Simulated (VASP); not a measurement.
Take CoSi$_{2}$ (fluorite), from the solid elements, with no thermal terms, in VASP with PAW potentials, and its formation energy.

Task: One run gives -0.628 eV/atom. Which level is it?
A. PBEsol
B. LDA
C. PBE

Result: B, LDA.  The others give -0.584 (PBEsol), -0.470 (PBE).

Only levels that ran to the end are used. Left out are those held back, those with too coarse a band path, GW runs whose mesh misses a band edge, hybrids' fits of cells that aren't cubic and levels without matching references; a question may draw on a part of the rest.
